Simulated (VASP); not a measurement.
Input:

```
CELL_PARAMETERS angstrom
      3.75162     0.00000     0.00000
     -1.87581     3.24899     0.00000
      0.00000     0.00000     6.33346
ATOMIC_POSITIONS crystal
  Sn 0.00000 0.00000 0.00000
  Se 0.66667 0.33333 0.75710
  Se 0.33333 0.66667 0.24290
```

Computed with PBEsol GGA, VASP's PBE PAW potentials (set 64) (plane waves; VASP). Run with 300 eV cut-off, 10×10×5 Γ-centred mesh, Gaussian smearing of 0.010 eV, potentials Sn_d Se.

At this cut-off the stress carries a Pulay error, which pulls relaxed volumes low.

Problem. Which forces act on the atoms, in eV/Å?

Solution. 
```tsv
atom	Fx	Fy	Fz
Sn1	0.000	0.000	0.000
Se2	0.000	0.000	-0.771
Se3	0.000	0.000	0.771
```

Problem. Give the stress tensor in GPa (positive for a compressed cell).

Solution. 
```
4.08  0.00  0.00
0.00  4.08  0.00
0.00  0.00  4.51
```
The pressure is its mean diagonal, 4.22 GPa.

The structure comes from a computed database's SnSe2 entry; how it stands against other phases isn't given here. The cell was not relaxed at this level.
